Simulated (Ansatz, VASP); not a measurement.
TlGa2 in VASP and in Ansatz

```
Tl Ga
1.0
     3.63419    0.00000    0.00000
    -1.81710    3.14730    0.00000
     0.00000    0.00000   12.93806
Tl Ga
2 4
Direct
  0.33333 0.66667 0.25000
  0.66667 0.33333 0.75000
  0.33333 0.66667 0.56688
  0.66667 0.33333 0.06688
  0.33333 0.66667 0.93312
  0.66667 0.33333 0.43312
```

Alike in both runs: functional PBE; k mesh 6 × 6 × 2; occupations gaussian, width 0.1 eV; no spin polarisation.

Ansatz relaxed the structure, and its values are those at the end. VASP's run is a single point on that final structure, the one shown.

|  | VASP | Ansatz |
| --- | --- | --- |
| version | VASP 6.6.1 | Ansatz 0.2.0 |
| potentials or method | VASP PAW PBE potentials, release 64 (Tl_d, Ga_d) | scalar-relativistic, plane waves, PAW |
| plane-wave cutoff (eV) | 520 | 420 |
| valence electrons in the cell | 78 | 78 |

Ansatz gave:

```
gap on the k mesh at the Fermi level (eV) : none
pressure (GPa)                            : 0.1
rms of the force components (eV/Å)        : 0.011
```

Problem. Which values does VASP return?

Solution. gap on the k mesh at the Fermi level (eV): none; pressure (GPa): 0.1; rms of the force components (eV/Å): 0.015.

A gap of «none» marks a metal or a gap that the smearing closes.

Spin-orbit coupling is left out, which matters for the levels of Tl.
